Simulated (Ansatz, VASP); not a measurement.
# Cross-check of GaP between VASP and Ansatz

Wanted: the spread between two codes on one cell, functional and k mesh. The cell is taken from a series of runs on this material, whose earlier steps may have relaxed, scaled, displaced or heated it; both programs get it as it stands.

Main program and level: Ansatz 0.2.0; plane waves, with VASP 6.6.1 beside it; zone-centre phonons at LDA.

### 1. The structure

It takes space group F-43m (No. 216, cubic). Conventional cell: a = 5.391 Å, b = 5.391 Å, c = 5.391 Å, α = 90.00°, β = 90.00°, γ = 90.00°. P has 4 Ga at 2.33 Å nearest. Nearest to Ga lie 4 P at 2.33 Å. Farther neighbours are not listed.

### 2. VASP: zone-centre phonons, LDA

Second derivatives magnify differences that forces hide, and they need a tight electronic threshold.

Lines of VASP's logs that name or quote its potential files are left out, and so is its time.

INCAR reads:

```
SYSTEM = GaP
PREC = Accurate
ENCUT = 500
EDIFF = 1E-08
NELM = 120
ISMEAR = -1
SIGMA = 0.03
LREAL = .FALSE.
ALGO = Normal
GGA = CA
NELECT = 17.976493
NBANDS = 14
LORBIT = 11
LWAVE = .FALSE.
LCHARG = .FALSE.
ISIF = 2
IBRION = 8
LASPH = .TRUE.
GGA_COMPAT = .FALSE.
KPAR = 2
```

POSCAR reads:

```
GaP
1.0
    0.0000000000      2.6957056919      2.6957056919
    2.6957056919      0.0000000000      2.6957056919
    2.6957056919      2.6957056919      0.0000000000
P Ga
1 1
Direct
    0.7500000000      0.7500000000      0.7500000000
    0.0000000000      0.0000000000      0.0000000000
```

KPOINTS reads:

```
Automatic mesh
0
Gamma
30 30 30
0 0 0
```

PAW data sets: P and Ga_d (LDA family, release 64).

Command:

```bash
> mpirun -np 2 vasp_std
```

Numbers of over 12 decimals in the logs are rounded to 6 here.

Output:

```text
[banner, memory and clock lines left out]
running    2 mpi-ranks, on    1 nodes
 distrk:  each k-point on    1 cores,    2 groups
 distr:  one band on    1 cores,    1 groups

 POSCAR found type information on POSCAR P Ga
 POSCAR found :  2 types and       2 ions
 LDA part: xc-table for (Slater(with rela. corr.)+CA(PZ))
 , standard interpolation
 POSCAR, INCAR and KPOINTS ok, starting setup
 FFT: planning ... GRIDC
 FFT: planning ... GRID_SOFT
 FFT: planning ... GRID
 WAVECAR not read
 entering main loop
       N       E                     dE             d eps       ncg     rms          rms(c)
DAV:   1     0.790092060755E+02    0.79009E+02   -0.84161E+03 21616   0.170E+03
DAV:   2    -0.470239184250E+01   -0.83712E+02   -0.80342E+02 23594   0.324E+02
DAV:   3    -0.107746029973E+02   -0.60722E+01   -0.60400E+01 26312   0.720E+01
DAV:   4    -0.108807486050E+02   -0.10615E+00   -0.10608E+00 25792   0.103E+01
DAV:   5    -0.108830456704E+02   -0.22971E-02   -0.22969E-02 27530   0.130E+00BRMIX: very serious problems
 the old and the new charge density differ
 old charge density:    18.00000 new   17.97649
BRMIX: very serious problems
 the old and the new charge density differ
 old charge density:    18.00000 new   17.97649
    0.446E+00
DAV:   6    -0.106185163040E+02    0.26453E+00   -0.39105E-01 32310   0.121E+01    0.286E+00
DAV:   7    -0.105694532539E+02    0.49063E-01   -0.94554E-02 26612   0.238E+00    0.105E+00
DAV:   8    -0.105649972347E+02    0.44560E-02   -0.12444E-02 26554   0.140E+00    0.200E-01
DAV:   9    -0.105649634692E+02    0.33765E-04   -0.10435E-03 32006   0.459E-01    0.631E-02
DAV:  10    -0.105649597655E+02    0.37037E-05   -0.49296E-05 32192   0.844E-02    0.227E-02
DAV:  11    -0.105649657835E+02   -0.60180E-05   -0.73997E-06 26744   0.426E-02    0.624E-03
DAV:  12    -0.105649656010E+02    0.18245E-06   -0.53068E-07 28470   0.914E-03    0.419E-03
DAV:  13    -0.105649655955E+02    0.55152E-08   -0.13640E-07 27002   0.380E-03    0.729E-04
DAV:  14    -0.105649655949E+02    0.62300E-09   -0.57729E-09 16582   0.112E-03
   1 F= -.10564966E+02 E0= -.10564681E+02  d E =-.568431E-03
 Linear response reoptimize wavefunctions to high precision
DAV:   1    -0.105649655951E+02   -0.17553E-09   -0.14283E-09 18910   0.395E-04
DAV:   2    -0.105649655951E+02   -0.29104E-10   -0.22104E-10 12490   0.155E-04
 Linear response DOF=           2
 Linear response progress:
  Degree of freedom:   1/  2
       N       E                     dE             d eps       ncg     rms          rms(c)
RMM:   1    -0.507308216234E-01   -0.50731E-01    0.51720E-03240904   0.195E+00
RMM:   2    -0.473030118611E-01    0.34278E-02   -0.65591E-03189830   0.596E-01    0.121E-01
RMM:   3    -0.473701786236E-01   -0.67167E-04   -0.51728E-04210104   0.188E-01    0.590E-02
RMM:   4    -0.476585430370E-01   -0.28836E-03   -0.90145E-05201826   0.750E-02    0.116E-02
RMM:   5    -0.476649895360E-01   -0.64465E-05   -0.10094E-05217269   0.250E-02    0.686E-03
RMM:   6    -0.476464596530E-01    0.18530E-04   -0.19069E-06204008   0.942E-03    0.369E-03
RMM:   7    -0.476500606218E-01   -0.36010E-05   -0.17051E-07212608   0.361E-03    0.136E-03
RMM:   8    -0.476469376073E-01    0.31230E-05   -0.91023E-09206364   0.136E-03    0.114E-04
RMM:   9    -0.476467001192E-01    0.23749E-06    0.77666E-09213548   0.412E-04    0.543E-05
RMM:  10    -0.476467996677E-01   -0.99549E-07    0.16998E-09208958   0.146E-04    0.308E-06
RMM:  11    -0.476467989853E-01    0.68246E-09    0.10404E-09216288   0.529E-05    0.315E-06
 first order change of Fermi-energy   0.12200E-03
 force on displaced ion       1 direction 1 :  -9.592  -0.000  -0.000
 Linear response progress:
  Degree of freedom:   2/  2
       N       E                     dE             d eps       ncg     rms          rms(c)
RMM:   1    -0.167065124686E+00   -0.16707E+00    0.11694E-01133516   0.926E+00
RMM:   2    -0.165035257975E+00    0.20299E-02   -0.28789E-02200524   0.158E+00    0.622E-02
RMM:   3    -0.165494107326E+00   -0.45885E-03   -0.39220E-03210283   0.454E-01    0.459E-02
RMM:   4    -0.165395447998E+00    0.98659E-04   -0.11681E-03218692   0.171E-01    0.110E-02
RMM:   5    -0.165383691259E+00    0.11757E-04   -0.51233E-05217398   0.442E-02    0.546E-03
RMM:   6    -0.165385430157E+00   -0.17389E-05   -0.11588E-05214731   0.163E-02    0.868E-04
RMM:   7    -0.165383437583E+00    0.19926E-05   -0.39318E-06217153   0.662E-03    0.328E-04
RMM:   8    -0.165381611802E+00    0.18258E-05   -0.20736E-06219307   0.286E-03    0.831E-05
RMM:   9    -0.165381670168E+00   -0.58366E-07   -0.12553E-06220261   0.122E-03    0.482E-05
RMM:  10    -0.165381278813E+00    0.39136E-06   -0.56454E-07219242   0.554E-04    0.170E-05
RMM:  11    -0.165381184416E+00    0.94397E-07   -0.30439E-07223503   0.253E-04    0.534E-06
RMM:  12    -0.165381179022E+00    0.53939E-08   -0.19556E-07221705   0.119E-04    0.360E-06
RMM:  13    -0.165381160386E+00    0.18636E-07   -0.98195E-08219353   0.583E-05    0.320E-06
RMM:  14    -0.165381113529E+00    0.46857E-07   -0.60040E-08210709   0.322E-05    0.187E-06
RMM:  15    -0.165381128957E+00   -0.15429E-07   -0.28943E-08202566   0.174E-05    0.459E-07
RMM:  16    -0.165381124341E+00    0.46164E-08   -0.19180E-08159260   0.104E-05    0.143E-07
 first order change of Fermi-energy  -0.91587E-05
 force on displaced ion       2 direction 1 :  -9.598   0.000   0.000
 Linear response finished
```

OUTCAR, selected parts (step 2):

```text
NELECT = 17.976493

 ion  position               nearest neighbor table
   1  0.750  0.750  0.750-   2 2.33   2 2.33   2 2.33   2 2.33
   2  0.000  0.000  0.000-   1 2.33   1 2.33   1 2.33   1 2.33

  LATTYP: Found a face centered cubic cell.
 ALAT       =     5.3914113838

 Subroutine GETGRP returns: Found 24 space group operations
 (whereof 24 operations were pure point group operations)

The static configuration has the point symmetry T_d .

 Found    752 irreducible k-points:

   k-points           NKPTS =    752   k-points in BZ     NKDIM =    752   number of bands    NBANDS=     14

   dimension x,y,z NGX =    28 NGY =   28 NGZ =   28
   dimension x,y,z NGXF=    56 NGYF=   56 NGZF=   56

   ENCUT  =  500.0 eV  36.75 Ry    6.06 a.u.   6.95  6.95  6.95*2*pi/ulx,y,z

 k-points in reciprocal lattice and weights: Automatic mesh
   0.00000000  0.00000000  0.00000000       0.000
   0.03333333  0.00000000  0.00000000       0.000
   0.06666667  0.00000000  0.00000000       0.000
   0.10000000  0.00000000  0.00000000       0.000
   0.13333333  0.00000000  0.00000000       0.000
   0.16666667  0.00000000  0.00000000       0.000
   0.20000000  0.00000000  0.00000000       0.000
   0.23333333  0.00000000  0.00000000       0.000
   0.26666667  0.00000000  0.00000000       0.000
[...]
-0.26666667  0.46666667  0.23333333       0.001
  -0.26666667  0.50000000  0.23333333       0.000

 average (electrostatic) potential at core
       1 -84.3454       2 -66.2654

  Total       -0.2213400     -0.2213400     -0.2213400      0.0000000      0.0000000      0.0000000
  in kB       -9.0515512     -9.0515512     -9.0515512      0.0000000      0.0000000      0.0000000
  external PRESSURE =      -9.0515512 kB  Pullay stress =       0.0000000 kB

  energy-cutoff  :      500.00
  volume of cell :       39.18
      direct lattice vectors                 reciprocal lattice vectors
     0.000000000  2.695705692  2.695705692    -0.185480189  0.185480189  0.185480189
     2.695705692  0.000000000  2.695705692     0.185480189 -0.185480189  0.185480189
     2.695705692  2.695705692  0.000000000     0.185480189  0.185480189 -0.185480189

 POSITION                                       TOTAL-FORCE (eV/Angst)
 -----------------------------------------------------------------------------------
      4.04356      4.04356      4.04356         0.000000      0.000000      0.000000
      0.00000      0.00000      0.00000        -0.000000     -0.000000     -0.000000
 -----------------------------------------------------------------------------------
    total drift:                               -0.000000     -0.000000     -0.000000

 Eigenvectors and eigenvalues of the dynamical matrix
 ----------------------------------------------------

   1 f  =   10.455996 THz    65.696961 2PiTHz  348.774490 cm-1    43.242506 meV
             X         Y         Z           dx          dy          dz
      4.043559  4.043559  4.043559     0.832019    0.000000   -0.000000
      0.000000  0.000000  0.000000    -0.554746   -0.000000    0.000000

   2 f  =   10.455996 THz    65.696961 2PiTHz  348.774490 cm-1    43.242506 meV
             X         Y         Z           dx          dy          dz
      4.043559  4.043559  4.043559     0.000000    0.000000    0.832019
      0.000000  0.000000  0.000000     0.000000    0.000000   -0.554746

   3 f  =   10.455996 THz    65.696961 2PiTHz  348.774490 cm-1    43.242506 meV
             X         Y         Z           dx          dy          dz
      4.043559  4.043559  4.043559    -0.000000    0.832019   -0.000000
      0.000000  0.000000  0.000000    -0.000000   -0.554746    0.000000

   4 f/i=    0.001671 THz     0.010500 2PiTHz    0.055741 cm-1     0.006911 meV
             X         Y         Z           dx          dy          dz
      4.043559  4.043559  4.043559     0.554746   -0.000000   -0.000000
      0.000000  0.000000  0.000000     0.832019   -0.000000    0.000000

   5 f/i=    0.001671 THz     0.010500 2PiTHz    0.055741 cm-1     0.006911 meV
             X         Y         Z           dx          dy          dz
      4.043559  4.043559  4.043559    -0.000000   -0.000000   -0.554746
      0.000000  0.000000  0.000000     0.000000    0.000000   -0.832019

   6 f/i=    0.001671 THz     0.010500 2PiTHz    0.055741 cm-1     0.006911 meV
             X         Y         Z           dx          dy          dz
      4.043559  4.043559  4.043559    -0.000000   -0.554746    0.000000
      0.000000  0.000000  0.000000    -0.000000   -0.832019    0.000000

 ELASTIC MODULI CONTR FROM IONIC RELAXATION (kBar)
 Direction    XX          YY          ZZ          XY          YZ          ZX
 --------------------------------------------------------------------------------
 XX          -0.0000      0.0000      0.0000      0.0000     -0.0000     -0.0000
 YY           0.0000     -0.0000      0.0000      0.0000      0.0000      0.0000
 ZZ           0.0000      0.0000     -0.0000     -0.0000      0.0000     -0.0000
 XY           0.0000      0.0000     -0.0000   -291.9513     -0.0000     -0.0000
 YZ          -0.0000      0.0000      0.0000     -0.0000   -291.9513     -0.0000
 ZX          -0.0000      0.0000     -0.0000     -0.0000     -0.0000   -291.9513
 --------------------------------------------------------------------------------
```

The cell is charged against a uniform background.

### 3. Ansatz: zone-centre phonons, LDA

Ansatz runs on its PAW soft_1 files.

The same cell, functional (in two slightly different forms), mesh and smearing now go to Ansatz, which takes its cutoff from its data sets.

input.yaml reads:

```yaml
crystal:
  lattice:
    - [0.0, 2.6957056919, 2.6957056919]
    - [2.6957056919, 0.0, 2.6957056919]
    - [2.6957056919, 2.6957056919, 0.0]
  atoms:
    - { symbol: P, position: [0.75, 0.75, 0.75] }
    - { symbol: Ga, position: [0.0, 0.0, 0.0] }
total_charge: 0.023507
kpoints:
  mp_grid: { grid: [30, 30, 30] }
hamiltonian:
  xc: lda
  pseudopotentials: { kind: paw, azcp: { folder: soft_1 }, xc_functional: pbe }
scf:
  occupations: { method: fermi_dirac, width: 0.03 }
output:
  eigenvalues: true
phonons:
  method: dfpt
```

Command:

```bash
> ansatz run input.yaml --threads 8 --pin off --max-ram 16384MiB --backend cpu --events-out ev --progress --plain --runs-dir out
```

Output:

```text
zone centre: on kpoints.mp_grid the ground state, and the responses unless they are solved on pairs of k-points, stand on 1992 of the mesh's 27000 k-points, reduced under 8 symmetry operations, with k and −k counted as one. Each operation leaves every solved displacement unchanged or reverses it
Engine: ansatz 0.2.0, aarch64-unknown-linux-gnu
Pseudopotentials: kind: paw
Pseudopotential: P, paw, valence charge 5, recommended cutoff 420 eV (normal), soft_1/P.paw.azcp
Pseudopotential: Ga, paw, valence charge 13, recommended cutoff 420 eV (normal), soft_1/Ga.paw.azcp
Functional definition: SPW92
  exchange = slater_x
  correlation = pw_c
Crystal: 2 atoms, lattice volume = 39.178 Å³
Basis set: ecut = 420 eV, 749 PW (Γ), exchange–correlation on 54×54×54 points (8 copies of the dense FFT grid, shifted against one another)
Bands: 13, of which v1, the nominal top of the filled ones, is band 9 counted from 1 (8 counted from 0)
Symmetry: 24 space group operations
k-points: 1992 of 27000 (irreducible under 8 space group operations, time reversal used)
Non-local potential: P, projectors of the file, l = 0: 2, l = 1: 2, l = 2: 1
Non-local potential: Ga, projectors of the file, l = 0: 2, l = 1: 2, l = 2: 3, l = 3: 1
PAW form: soft (Blöchl's): semilocal exchange-correlation on the pseudo side does not see the compensation charge
PAW frozen core: P, regenerated for the run's functional, and the local potential with it (the file was generated under x = pbe(κ = 0.804, μ = 0.219515), c = pbe(β = 0.066725))
PAW frozen core: Ga, regenerated for the run's functional, and the local potential with it (the file was generated under x = pbe(κ = 0.804, μ = 0.219515), c = pbe(β = 0.066725))
PAW one-centre angular grid: P, 110 points (default); XC on 64 Gauss nodes
PAW one-centre angular grid: Ga, 590 points (default); XC on 64 Gauss nodes
Initial density: superposition of atomic densities (chi_scale 0.1, normalization cell, long waves kept (reshape's long-wave potential 0.00 eV rms))
Initial wavefunctions: pseudopotential atomic-orbital guess
Functional: x = slater, c = lda
SCF iter   1: F=—  HF=-4434.142215 eV  |F-HF|=—  |Δ(HF+E_count)|=         —  Δρ=4.65e-2  dr2=6.62e-1  ethr=3.10e-3  ⟨swp⟩=6.4  Hψ=181328  notcnv=0
preconditioner: auto → Kerker (q_TF=auto, 2.396 Å⁻¹)  [metal: Δε(μ)=0.013 eV  Ē_g=15.646 eV  σ=0.030 eV  W_gap=0.11  n_scr=14 (ndim 8)  ℏωp=25.2 eV  f_vac=0.000  D(μ)=0.21/eV (n_scr^D=0)]
SCF iter   2: F=—  HF=-4434.020899 eV  |F-HF|=—  |Δ(HF+E_count)|=   1.21e-1  Δρ=2.78e-2  dr2=2.61e-1  ethr=3.10e-3  ⟨swp⟩=2.0  Hψ=48911  notcnv=0
SCF iter   3: F=—  HF=-4433.944573 eV  |F-HF|=—  |Δ(HF+E_count)|=   7.63e-2  Δρ=4.68e-3  dr2=1.30e-2  ethr=1.45e-3  ⟨swp⟩=2.8  Hψ=40817  notcnv=0
SCF iter   4: F=—  HF=-4433.942723 eV  |F-HF|=—  |Δ(HF+E_count)|=   1.85e-3  Δρ=2.76e-3  dr2=4.27e-3  ethr=7.20e-5  ⟨swp⟩=2.4  Hψ=52513  notcnv=0
SCF iter   5: F=—  HF=-4433.940617 eV  |F-HF|=—  |Δ(HF+E_count)|=   2.11e-3  Δρ=1.44e-3  dr2=5.54e-4  ethr=2.38e-5  ⟨swp⟩=2.0  Hψ=51802  notcnv=0
SCF iter   6: F=—  HF=-4433.940705 eV  |F-HF|=—  |Δ(HF+E_count)|=   8.80e-5  Δρ=1.49e-4  dr2=5.29e-6  ethr=3.08e-6  ⟨swp⟩=2.6  Hψ=45691  notcnv=0
SCF iter   7: F=—  HF=-4433.940715 eV  |F-HF|=—  |Δ(HF+E_count)|=   9.53e-6  Δρ=6.86e-5  dr2=7.89e-7  ethr=2.94e-8  ⟨swp⟩=2.0  Hψ=43781  notcnv=0
SCF iter   8: F=—  HF=-4433.940716 eV  |F-HF|=—  |Δ(HF+E_count)|=   9.87e-7  Δρ=1.10e-5  dr2=3.46e-8  ethr=4.39e-9  ⟨swp⟩=3.0  Hψ=47143  notcnv=0
SCF iter   9: F=—  HF=-4433.940716 eV  |F-HF|=—  |Δ(HF+E_count)|=   4.21e-9  Δρ=2.03e-6  dr2=2.38e-9  ethr=1.92e-10  ⟨swp⟩=2.3  Hψ=41446  notcnv=0
SCF iter  10: F=—  HF=-4433.940716 eV  |F-HF|=—  |Δ(HF+E_count)|=  6.68e-10  Δρ=6.07e-7  dr2=2.32e-10  ethr=1.33e-11  ⟨swp⟩=1.2  Hψ=26403  notcnv=0
SCF iter  11: F=-4433.940716 eV  HF=-4433.940716 eV  |F-HF|=2.73e-12  |Δ(HF+E_count)|=  4.55e-11  Δρ=1.22e-7  dr2=4.79e-12  ethr=1.00e-12  ⟨swp⟩=6.7  Hψ=156744  notcnv=0
SCF 1 converged in 11 iterations: F = -4433.940716 eV  dr2 = 4.79e-12
  greatest PAW one-centre occupation: 0.994 electrons in one spin orbital (limit 2), on the Ga atom at site 1 (counted from 0), in its partial waves of l = 2
DFPT response loops at Γ: preconditioner auto → Kerker (q_TF=auto, 2.396 Å⁻¹) (partly filled bands, converged f_vac=0.003); β = 1.00, the filter's whole step (`scf.mixing.beta` (0.50) is not read by the response loops under this deck's `scf.mixing.preconditioner`; to damp them name `kerker` or `kerker_dos`, under which they read `scf.mixing.beta`, and type it under 1.00, their step now; both keys bind the ground state too); Broyden in place of MSR1
SCF converged after 11 iterations
Free energy (F): -4433.940716 eV
Harris-Foulkes:  -4433.940716 eV  (|F-HF|=2.73e-12)
Internal energy: -4433.940148 eV  (E = F + TS)
E sigma→0 (E₀):  -4433.940432 eV
Entropy (-TS):   -0.000568 eV (-0.284 meV/atom)
Fermi energy:    7.056498 eV
--- Per-component energies (eV) ---
  E_band       = -58.835142
  E_kinetic    = 181.734189
  E_local      = -1658.659010  (includes V_loc(G=0)·N_el)
  E_nonlocal   = -57.358946
  E_hartree    = 1006.241687
  E_xc         = -135.682427
  E_vxc        = -118.246809  (∫ρ·V_xc dr)
  E_paw        = -2445.030063  (= ΣΔE_a)
  E_vpaw       = -418.787710  (= ΣTr[D̂ρ^β])
  E_aug_tail   = -0.000182  (compensation charges beyond the density's cutoff)
  E_ewald      = -1327.031227
  E_core_change = 1.845833  (= ΣΔE_core)
  E_smearing   = -0.000568  (= −TS)
  E_closure    = 0.000000  (closes the sum)
  E_deformation_potential = 0.327147  (in the stress; not in F)
  Σ components = -4433.940716   (vs F -4433.940716, Δ=0.00e0)
--- Band table (eV; the first three rows and the last of 1992) ---
  k-point 0: bands = [... 5 lower, -5.5275, 7.2353, 7.2353, 7.2353, 9.1212, 11.0274, 11.0274, 11.0274]
  k-point 1: bands = [... 5 lower, -5.5123, 7.0415, 7.2152, 7.2152, 9.2526, 11.0500, 11.0578, 11.0578]
  k-point 2: bands = [... 5 lower, -5.4669, 6.5844, 7.1577, 7.1577, 9.4992, 11.1448, 11.1448, 11.1480]
  k-point 1991: bands = [... 5 lower, -2.2744, 0.4575, 3.4768, 3.6190, 11.7504, 12.0285, 13.3749, 13.4162]
--- Phonons (Γ-DFPT): 2 representative perturbations + reference, on 1992 of 27000 k-points (Σ response iterations 6) ---
  k mesh reduced under 8 symmetry operations, with k and −k counted as one. Each operation leaves every solved displacement unchanged or reverses it
  ASR residual: 6.940e-5 → 0.000e0 eV/Å²; symmetrization residual: 1.227e-6 eV/Å²
  ASR residual per site (eV/Å²): 3.13e-5 6.94e-5
  Γ frequencies (cm⁻¹): 0.00 0.00 0.00 348.74 348.74 348.74
  non-analytic LO–TO correction: not included (Born effective charges unavailable; polar crystals: no LO–TO splitting at Γ)
```

Reading the cycles: dr2 is the Hartree energy of the density residual (eV), the measure of convergence; HF is the Harris–Foulkes estimate of the energy, which meets the free energy F at convergence.

### 4. Differences

Known differences besides the potentials themselves: the two LDA forms differ slightly; the cutoff is 420 eV in Ansatz and 500 eV in VASP; VASP's log shows a relativistic correction to its local exchange, Ansatz's none. Total energies have different zeros and are not compared.

The two programs side by side:

```tsv
quantity	Ansatz	VASP	difference
optical mode 1 to 3 (cm⁻¹)	348.7	348.8	-0.01 %
```

Modes are paired by rising frequency, not by their patterns, so a pair may set unlike modes beside each other; they are those without the splitting of longitudinal modes. The cell carries a charge of +0.023507 e against a uniform background, so its pressure also hangs on how the neutralising background is counted, and in a defect's cell a gap may be the spacing between its levels.

### 5. Summary of results

```yaml
r_m_s_difference_of_the_optical_zone_centre_modes_each_program_s_sorted_by_frequency_zone_centre_phonons_lda: 0.034 cm⁻¹
```

The r.m.s. difference of the optical zone-centre modes, each program's sorted by frequency is 0.034 cm⁻¹ (zone-centre phonons, LDA). How closely two codes agree says nothing of how well the functional describes the real material.

[Lines on the potential files, build, host, timing and source positions are cut from VASP's logs without a mark.]

[Logs are printed without paths, hosts, clocks, repeated set-up lines and the standing remarks that a program may print on its own settings, such as how far it seeks lower states.]

[Hosts, paths, dates, database ids (printed as entryN), source tags and the programs' standing remarks are cut or masked in the printed files.]
